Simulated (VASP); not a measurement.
Given:

```xyz
2
Lattice="0.0000 2.9218 2.9218 2.9218 0.0000 2.9218 2.9218 2.9218 0.0000" Properties=species:S:1:pos:R:3 pbc="T T T"
Ca     0.0000     0.0000     0.0000
Se     2.9218     2.9218     2.9218
```

All values below come from PBE GGA with D4 dispersion, VASP's PBE PAW potentials (set 64) (plane waves; VASP). Settings: 520 eV cut-off, 8×8×8 Γ-centred mesh, Gaussian smearing of 0.050 eV, potentials Ca_sv Se.

**Question.** What does the run give for the energy per atom (σ→0), pressure, band gap (on the k-mesh) with the smallest direct gap where there is one?

**Answer.** 
```json
{
  "band gap (on the k-mesh)": "1.93 eV",
  "smallest direct gap (on the k-mesh)": "2.90 eV",
  "energy per atom (σ→0)": "-480.1 kJ/mol-atom",
  "pressure": "1.66 GPa"
}
```

Total energies compare only between runs with the same potentials, cut-off and functional.

The compound is CaSe in the rock salt structure. This cell is one point of a volume scan, at 0.97 of the reference volume.
